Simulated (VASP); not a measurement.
A convergence study with VASP on TiO₂ (rutile): one setting is varied, all else stays as given below, so the limit is that of these other settings. Each run relaxes cell and ions; the cell shown is the tightest run's result. The basis is that of the starting cell, so low cut-offs carry a Pulay error.

```yaml
crystal:
  lattice:
    - [4.64618, 0.00000, 0.00000]
    - [0.00000, 4.64618, 0.00000]
    - [0.00000, 0.00000, 2.96756]
  atoms:
    - { symbol: Ti, position: [0.00000, 0.00000, 0.00000] }
    - { symbol: Ti, position: [0.50000, 0.50000, 0.50000] }
    - { symbol: O, position: [0.30500, 0.30500, 0.00000] }
    - { symbol: O, position: [0.80500, 0.19500, 0.50000] }
    - { symbol: O, position: [0.19500, 0.80500, 0.50000] }
    - { symbol: O, position: [0.69500, 0.69500, 0.00000] }
```

Level of theory: PBE GGA, VASP's PBE PAW potentials (set 64) (plane waves; VASP 6.6.1). The tightest run used: 800 eV cut-off, 4×4×6 Γ-centred mesh, Gaussian smearing of 0.050 eV, potentials Ti_sv O.

The reference is ENCUT = 800, which took about 8 core-minutes. Costs are core time on shared hosts, one run each; read them as rough ratios.

Question: Of the settings ENCUT = 250; ENCUT = 300; ENCUT = 350; ENCUT = 400; ENCUT = 450; ENCUT = 500; ENCUT = 550; ENCUT = 600; ENCUT = 650; ENCUT = 700; ENCUT = 750; ENCUT = 800, which is the lowest that keeps the difference from the reference in relaxed volume (Å³/atom) within 0.05 from there on, and what does it cost?

Answer: ENCUT = 500; its cost over the reference is within a factor of 2.
```tsv
setting	difference in relaxed volume (Å³/atom)	cost over the reference
ENCUT = 250	2.055	about 1/3
ENCUT = 300	1.303	about 1/2
ENCUT = 350	0.710	about 1/3
ENCUT = 400	0.314	about 1/4
ENCUT = 450	0.101	about 1/2
ENCUT = 500	0.010	within a factor of 2
ENCUT = 550	0.001	within a factor of 2
ENCUT = 600	0.008	within a factor of 2
ENCUT = 650	0.015	within a factor of 2
ENCUT = 700	0.014	within a factor of 2
ENCUT = 750	0.007	within a factor of 2
ENCUT = 800	0.000	reference
```

Left out are rungs that failed or repeat a setting and relaxations that didn't move; long series are thinned to 24 rows.

The compound is TiO2 in the rutile structure.
